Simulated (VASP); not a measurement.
Cd3SbP, 5 atoms in the cell. The structure is cubic, space group Pm-3m (No. 221). The conventional cell has a = 5.723 Å, b = 5.723 Å, c = 5.723 Å, α = 90.00°, β = 90.00°, γ = 90.00°. Around P (site symmetry m-3m) lie 12 Cd at 4.05 Å. Around Sb (site symmetry m-3m) lie 6 Cd at 2.86 Å. Cd (site symmetry 4/mmm) is surrounded by 2 Sb at 2.86 Å. The cell comes from a database or a generator and needn't be the stable form of this composition.

| Item | Value |
| --- | --- |
| Program | VASP 6.6.1 |
| Task | single point |
| Functional | PBE |
| Potentials or basis | VASP PAW PBE potentials, release 64 (P, Sb, Cd) |
| Cutoff | 520 eV |
| k mesh | 4 × 4 × 4 |
| Occupations | gaussian, width 0.05 eV |
| Spin | no spin polarisation |
| Dipole correction | no |
| Further INCAR settings | ALGO = Normal; EDIFF = 1e-07; NBANDS = 31 |

Potentials or basis: VASP PAW PBE potentials, release 64 (P, Sb, Cd).

The run is started by

```sh
$ cat potpaw_PBE.64/P/POTCAR potpaw_PBE.64/Sb/POTCAR potpaw_PBE.64/Cd/POTCAR > POTCAR
$ mpirun -np 1 vasp_std > vasp.out
```

Hardware: 1 thread of Intel(R) Xeon(R) 6975P-C (Granite Rapids) (shared host).

**Question.** How long does it take, and how much memory?

**Answer.** It took 36 s on 1 thread of Intel(R) Xeon(R) 6975P-C (Granite Rapids), on a shared host, peak memory 0.34 GiB. Counts: scf iterations 16, k points 10.
